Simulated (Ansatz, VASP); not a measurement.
# Cu in two plane-wave programs, part 2 of 2

Wanted: the spread between two codes on one cell, functional and k mesh. Of the first pair: The cell is taken from a series of runs on this material, whose earlier steps may have relaxed, scaled, displaced or heated it; both programs get it as it stands.

VASP 6.6.1 and Ansatz 0.2.0.

So far: Set-up; Ansatz: relaxation of cell and atoms, PBEsol; VASP: relaxation of cell and atoms, PBEsol; Side by side; Ansatz: relaxation, PBEsol.

## (6) VASP: single point, PBEsol, pair 2

Level of this step: PBEsol; plane waves and PAW (Cu) (VASP).

The same cell, functional, mesh and smearing now go to VASP, with its own data sets.

Contents of INCAR:

```
SYSTEM = Cu
PREC = Accurate
ENCUT = 600
EDIFF = 1E-06
NELM = 120
ISMEAR = -1
SIGMA = 0.05
LREAL = .FALSE.
ALGO = Normal
GGA = PS
NBANDS = 11
LASPH = .TRUE.
LORBIT = 11
LWAVE = .FALSE.
LCHARG = .FALSE.
ISIF = 2
GGA_COMPAT = .FALSE.
KPAR = 2
```

Contents of POSCAR:

```
Cu
1.0
    0.0000000000      1.7649502969      1.7649502969
    1.7649502969      0.0000000000      1.7649502969
    1.7649502969      1.7649502969      0.0000000000
Cu
1
Direct
    0.0000000000      0.0000000000      0.0000000000
```

Contents of KPOINTS:

```
Automatic mesh
0
Gamma
21 21 21
0 0 0
```

PAW data sets: Cu (PBE family, release 64).

Command:

```console
mpirun -np 2 vasp_std
```

Numbers of over 12 decimals in the logs are rounded to 6 here.

Log:

```text
[banner, memory and clock lines left out]
running    2 mpi-ranks, on    1 nodes
[...]
[... a notice as in an earlier step ...]

 LDA part: xc-table for (Slater+PW92), standard interpolation
 POSCAR, INCAR and KPOINTS ok, starting setup
[...]
entering main loop
       N       E                     dE             d eps       ncg     rms          rms(c)
DAV:   1     0.437297160904E+02    0.43730E+02   -0.60090E+03  6774   0.192E+03
DAV:   2    -0.416724259948E+01   -0.47897E+02   -0.44507E+02  6462   0.219E+02
DAV:   3    -0.540463587401E+01   -0.12374E+01   -0.12280E+01  7159   0.427E+01
DAV:   4    -0.541260971542E+01   -0.79738E-02   -0.79726E-02  7023   0.303E+00
[...]
DAV:   9    -0.430214859998E+01    0.14975E-02   -0.80031E-03  7483   0.167E+00    0.203E-02
DAV:  10    -0.430215797996E+01   -0.93800E-05   -0.26699E-05  8301   0.847E-02    0.643E-03
DAV:  11    -0.430215874154E+01   -0.76158E-06   -0.60616E-07  4595   0.163E-02
   1 F= -.43021587E+01 E0= -.43007065E+01  d E =-.290439E-02
```

OUTCAR, selected parts (step 6):

```text
  Total        0.4038429      0.4038429      0.4038429     -0.0000000      0.0000000     -0.0000000
  in kB       58.8431037     58.8431037     58.8431037     -0.0000000      0.0000000     -0.0000000
  external PRESSURE =      58.8431037 kB  Pullay stress =       0.0000000 kB

 POSITION                                       TOTAL-FORCE (eV/Angst)
 -----------------------------------------------------------------------------------
      0.00000      0.00000      0.00000         0.000000      0.000000      0.000000
 -----------------------------------------------------------------------------------
    total drift:                                0.000000      0.000000      0.000000

  FREE ENERGIE OF THE ION-ELECTRON SYSTEM (eV)
  ---------------------------------------------------
  free  energy   TOTEN  =        -4.3021587415 eV

  energy  without entropy=       -4.2992543481  energy(sigma->0) =       -4.30070654

[... 1 part as in an earlier step ...]

[... 2 further parts left out ...]
[key lines of the parts left out:]
E-fermi :   8.3672
```

The run ends at a pressure of 5.88 GPa.

## (7) Comparison

What differs besides the data sets and the points named for the pairs above, as far as they apply: the data sets hold 19 valence electrons in Ansatz (on its PAW soft_1 files) and 11 in VASP; Ansatz's pressure holds a Pulay correction, VASP's none. Total energies have different zeros and are not compared.

Compared:

| quantity | Ansatz | VASP | difference |
| --- | --- | --- | --- |
| pressure (GPa) | 5.00 | 5.88 | -0.88 |

## (8) Ansatz: relaxation, PBEsol

This run makes the geometry at which the two programs are then compared. The cell compared in this pair holds 11.60 Å³, against 11.00 Å³ for the pair before.

The structure compared here is the end of the Ansatz relaxation.

Contents of input.yaml:

```yaml
crystal:
  lattice:
    - [0.0, 1.7813165337, 1.7813165337]
    - [1.7813165337, 0.0, 1.7813165337]
    - [1.7813165337, 1.7813165337, 0.0]
  atoms:
    - { symbol: Cu, position: [0.0, 0.0, 0.0] }
kpoints:
  mp_grid: { grid: [21, 21, 21] }
scf:
  occupations: { method: fermi_dirac, width: 0.05 }
hamiltonian:
  xc: pbesol
  pseudopotentials: { kind: paw, azcp: { folder: soft_1 }, xc_functional: pbe }
basis:
  ecutwfc: 600
output:
  forces: true
  stress: true
relax:
  f_tol: 0.005
  max_steps: 70
  cell: { stress_tol: 0.02, p_target: -4 }
```

Command:

```console
ansatz run input.yaml --threads 4 --pin off --max-ram 10240MiB --backend cpu --events-out ev --progress --plain --runs-dir out
```

Log:

```text
[...]
Crystal: 1 atoms, lattice volume = 11.305 Å³
Basis set: ecut = 600 eV, 339 PW (Γ), exchange–correlation on 48×48×48 points (8 copies of the dense FFT grid, shifted against one another)
Bands: 14, of which v1, the nominal top of the filled ones, is band 10 counted from 1 (9 counted from 0)
Symmetry: 48 space group operations
[...]
k-points: 286 of 9261
[...]
--- Stress (GPa, compression-positive) ---
       -4.004145       0.000000       0.000000
        0.000000      -4.004145       0.000000
        0.000000       0.000000      -4.004145
  P = ⅓ Tr σ = -4.0041 GPa (-40.041 kbar)
--- Relaxed structure (4 steps of the walk, 4 accepted, 1 SCFs on fresh bases) ---
[...]
cell:  # Å, volume = 11.5952 Å³
    - [0, 1.796451, 1.796451]
    - [1.796451, 0, 1.796451]
    - [1.796451, 1.796451, 0]
  atoms:
    - { symbol: Cu, position: [0.0, 0.0, 0.0] }
[key lines of the parts left out:]
SCF converged after 9 iterations
Free energy (F): -6588.778955 eV
Fermi energy:    16.588984 eV
```

## (9) VASP: single point, PBEsol, pair 3

The same cell, functional, mesh and smearing now go to VASP, with its own data sets.

INCAR is that of step 6.

Contents of POSCAR:

```
Cu
1.0
    0.0000000000      1.7964514297      1.7964514297
    1.7964514297      0.0000000000      1.7964514297
    1.7964514297      1.7964514297      0.0000000000
Cu
1
Direct
    0.0000000000      0.0000000000      0.0000000000
```

KPOINTS is that of step 6.

Command:

```console
mpirun -np 2 vasp_std
```

Log:

```text
[... set-up lines as in an earlier step ...]
 entering main loop
       N       E                     dE             d eps       ncg     rms          rms(c)
DAV:   1     0.437020713670E+02    0.43702E+02   -0.60760E+03  6804   0.188E+03
DAV:   2    -0.418457614540E+01   -0.47887E+02   -0.44740E+02  6409   0.217E+02
DAV:   3    -0.539088030861E+01   -0.12063E+01   -0.11953E+01  7225   0.419E+01
DAV:   4    -0.539890914938E+01   -0.80288E-02   -0.80275E-02  7115   0.297E+00
[...]
DAV:  10    -0.430636363830E+01   -0.70814E-05   -0.33932E-05  9093   0.100E-01    0.614E-03
DAV:  11    -0.430636464865E+01   -0.10103E-05   -0.43717E-07  4520   0.128E-02    0.396E-04
DAV:  12    -0.430636464919E+01   -0.54092E-09   -0.45252E-08  3533   0.273E-03
   1 F= -.43063646E+01 E0= -.43047984E+01  d E =-.313256E-02
```

From OUTCAR (step 9):

```text
  Total       -0.2308632     -0.2308632     -0.2308632      0.0000000      0.0000000      0.0000000
  in kB      -31.8998667    -31.8998667    -31.8998667      0.0000000      0.0000000      0.0000000
  external PRESSURE =     -31.8998667 kB  Pullay stress =       0.0000000 kB

 POSITION                                       TOTAL-FORCE (eV/Angst)
 -----------------------------------------------------------------------------------
      0.00000      0.00000      0.00000        -0.000000     -0.000000      0.000000
 -----------------------------------------------------------------------------------
    total drift:                                0.000000      0.000000      0.000000

  FREE ENERGIE OF THE ION-ELECTRON SYSTEM (eV)
  ---------------------------------------------------
  free  energy   TOTEN  =        -4.3063646492 eV

  energy  without entropy=       -4.3032320892  energy(sigma->0) =       -4.30479837

[... 1 part as in an earlier step ...]

[... 2 further parts left out ...]
[key lines of the parts left out:]
E-fermi :   7.6620
```

The run ends at a pressure of -3.19 GPa.

## (10) Differences

What differs besides the data sets and the points named for the pairs above, as far as they apply: the data sets hold 19 valence electrons in Ansatz (on its PAW soft_1 files) and 11 in VASP. Total energies have different zeros and are not compared.

Both answers:

```
      quantity  Ansatz   VASP  difference
pressure (GPa)   -4.00  -3.19       -0.81
```

## (11) Results

| Item | Value |
| --- | --- |
| difference in volume (relaxation of cell and atoms, PBEsol) | -0.49 % |
| difference in pressure (single point, PBEsol, pair 2) | -0.88 GPa |
| difference in pressure (single point, PBEsol, pair 3) | -0.81 GPa |

In words: The difference in pressure is -0.88 GPa (single point, PBEsol, pair 2), within the 1 GPa picked in this series as the mark of a large difference. The data sets hold unlike numbers of valence electrons (19 in Ansatz and 11 in VASP), so part of the differences comes from the potentials. 4 further runs of this series are not shown here. Such differences can come from data sets, numerical settings and the points named under the comparisons, not from the functional's error against experiment.

[Lines on the potential files, build, host, timing and source positions are cut from VASP's logs without a mark.]

[Logs are printed without paths, hosts, clocks, repeated set-up lines and the standing remarks that a program may print on its own settings, such as how far it seeks lower states.]

[Hosts, paths, dates, database ids (printed as entryN), source tags and the programs' standing remarks are cut or masked in the printed files.]
